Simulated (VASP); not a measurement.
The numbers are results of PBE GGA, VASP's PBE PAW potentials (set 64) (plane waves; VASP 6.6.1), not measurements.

VASP input:

File KPOINTS:
```
K-points
0
G
 10 10 4
```

POSCAR:
```
BN
1
    1.2230790000    -2.1184350000     0.0000000000
    1.2230790000     2.1184350000     0.0000000000
    0.0000000000     0.0000000000     6.5061540000
B N
2 2
Direct
  0.3333330000   0.6666670000   0.2500000000
  0.6666670000   0.3333330000   0.7500000000
  0.6666670000   0.3333330000   0.2500000000
  0.3333330000   0.6666670000   0.7500000000
```

### INCAR
```
# general
SYSTEM=BN
PREC  =Accurate
ENCUT =400   # plane-wave cut-off (eV)
LREAL =F
LASPH =T

# electronic loop
EDIFF =1E-6   # SCF stop (eV)
NELM  =100   # most electronic steps
ALGO  =Normal

# smearing
ISMEAR=-1   # Fermi-Dirac
SIGMA =0.05

# functional
GGA   =PE   # PBE

# ions
IBRION=2   # conjugate gradients
NSW   =50   # most ionic steps
ISIF  =3
EDIFFG=-0.01   # ionic stop

# output
LWAVE =F
LCHARG=F
```

POTCAR, in this order: B N (PBE.64 set). Program: vasp_std.

At this cut-off the stress carries a Pulay error, which pulls relaxed volumes low. Energy and stress use the plane-wave basis of the starting cell.

Estimate the energy per atom (σ→0), volume per atom.

| Property | Value |
|---|---|
| energy per atom (σ→0) | -8.768 eV/atom |
| volume per atom | 8.65 Å^3/atom |

File OSZICAR:
```
...
  10 F= -.35071273E+02 E0= -.35071273E+02  d E =0.380457E-03
       N       E                     dE             d eps       ncg     rms          rms(c)
DAV:   1    -0.350718716852E+02   -0.59863E-03   -0.85718E-03  1140   0.969E-01    0.992E-02
DAV:   2    -0.350717021188E+02    0.16957E-03   -0.33738E-04  1236   0.170E-01    0.401E-02
DAV:   3    -0.350716839490E+02    0.18170E-04   -0.55485E-05  1248   0.597E-02    0.140E-02
DAV:   4    -0.350716809995E+02    0.29494E-05   -0.72721E-06  1220   0.222E-02    0.612E-03
DAV:   5    -0.350716813054E+02   -0.30584E-06   -0.13497E-06   596   0.105E-02
  11 F= -.35071681E+02 E0= -.35071681E+02  d E =-.279640E-04
```

The structure is a typed BN crystal (P6_3/mmc). This run relaxes it. Symmetry was kept, so distortions that lower it aren't found. The run is one of a series of settings (EDIFFG = -0.01, IBRION = 2, ISIF = 3, NSW = 50 against the base run), some of them coarse on purpose.
